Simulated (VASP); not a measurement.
Crystal: CrO2.

```
Cr O
1.0
     4.42100    0.00000    0.00000
     0.00000    4.42100    0.00000
     0.00000    0.00000    2.91700
Cr O
2 4
Direct
  0.00000 0.00000 0.00000
  0.50000 0.50000 0.50000
  0.30100 0.30100 0.00000
  0.19900 0.80100 0.50000
  0.69900 0.69900 0.00000
  0.80100 0.19900 0.50000
```

| Item | Value |
| --- | --- |
| Program | VASP 6.6.1 |
| Task | relaxation of cell and atoms |
| Functional | LDA |
| Potentials or basis | VASP PAW LDA potentials, release 64 (Cr_pv, O) |
| Cutoff | 520 eV |
| k mesh | 8 × 8 × 10 |
| Occupations | gaussian, width 0.02 eV |
| Spin | collinear spin, ferromagnetic start |
| Starting moments | [2.0, 2.0, 0.0, 0.0, 0.0, 0.0] μB |

At the start: pressure -13.2 GPa; volume 9.50 Å³/atom.

Question: How do energy, volume and symmetry change on relaxing?

Answer: Over 9 steps the energy falls by 21.5 meV/atom and the volume is 9.05 Å³/atom (-4.7 %); space group P4_2/mnm (No. 136, to 0.05 Å); moment 4.00 μB per cell.

Step by step:
```
step  energy change (eV)  largest force (eV/Å)  pressure (GPa)  volume (Å³)
   1              0.0000                0.3771          -13.21        57.01
   2              0.1245                0.5079           23.34        50.79
   3             -0.1278                0.1022           -0.10        54.30
   4             -0.1279                0.0952            0.21        54.25
   5             -0.1288                0.0015            0.07        54.31
   6             -0.1288                0.0012            0.07        54.31
   7             -0.1288                0.0031           -0.08        54.34
   8             -0.1288                0.0027           -0.03        54.33
   9             -0.1288                0.0002            0.00        54.32
```

Final structure:
```
Cr O
1.0
     4.35880    0.00000    0.00000
     0.00000    4.35880    0.00000
     0.00000    0.00000    2.85929
Cr O
2 4
Cartesian
  4.3588 0.0000 0.0000
  2.1794 2.1794 1.4296
  1.3203 1.3203 0.0000
  0.8591 3.4997 1.4296
  3.0385 3.0385 0.0000
  3.4997 0.8591 1.4296
```

Caveat: only a ferromagnetic start was run, and an antiferromagnetic order may lie lower in energy.
